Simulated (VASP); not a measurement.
The input files of a VASP run:

File KPOINTS:
```
kpoints
0
gamma
 9 9 9
0 0 0
```

**INCAR**
```
SYSTEM = ZrAl3
PREC = Accurate
ENCUT = 400
EDIFF = 1E-7
NELM = 100
ALGO = Normal
LREAL = .FALSE.
LASPH = .TRUE.
ISMEAR = -5
GGA = PS
LMAXMIX = 4
LWAVE = .FALSE.
LCHARG = .TRUE.
LORBIT = 11
NEDOS = 601
ISIF = 2
LEFG = .TRUE.
```

POSCAR:
```
ZrAl3
1.0
  4.0706900332   0.0000000000   0.0000000000
  0.0000000000   4.0706900332   0.0000000000
  0.0000000000   0.0000000000   4.0706900332
Zr Al
1 3
Direct
  0.0000000000   0.0000000000   0.0000000000
  0.0000000000   0.5000000000   0.5000000000
  0.5000000000   0.0000000000   0.5000000000
  0.5000000000   0.5000000000   0.0000000000
```

POTCAR, in this order: Zr_sv Al (PBE.64 set). Program: vasp_std.

Q: Write an equivalent input for Quantum ESPRESSO's pw.x.

A: One equivalent input (not run):
```
&CONTROL
  calculation = 'scf'
  pseudo_dir = './pseudo'
  outdir = './out'
  tprnfor = .true.
  tstress = .true.
/
&SYSTEM
  ibrav = 0
  nat = 4
  ntyp = 2
  ecutwfc = 66
  occupations = 'tetrahedra'
  input_dft = 'pbesol'
/
&ELECTRONS
  conv_thr = 7.3e-09
  electron_maxstep = 100
/
ATOMIC_SPECIES
  Zr 91.224 Zr.upf
  Al 26.982 Al.upf
CELL_PARAMETERS angstrom
     4.0706900    0.0000000    0.0000000
     0.0000000    4.0706900    0.0000000
     0.0000000    0.0000000    4.0706900
ATOMIC_POSITIONS crystal
  Zr   0.0000000  0.0000000  0.0000000
  Al   0.0000000  0.5000000  0.5000000
  Al   0.5000000  0.0000000  0.5000000
  Al   0.5000000  0.5000000  0.0000000
K_POINTS automatic
  9 9 9 0 0 0
```
The two are equivalent in intent, not identical: the potentials are each code's own (VASP's PAW set, PseudoDojo norm-conserving files in pw.x), so ENCUT and ecutwfc are chosen apart and not converted; conv_thr bounds pw.x's estimated SCF error, while EDIFF bounds the energy change between steps; the field gradients of LEFG aren't asked of the other code.

The structure comes from a computed database's ZrAl3 entry (Pm-3m); how it stands against other phases isn't given here. It was relaxed first.
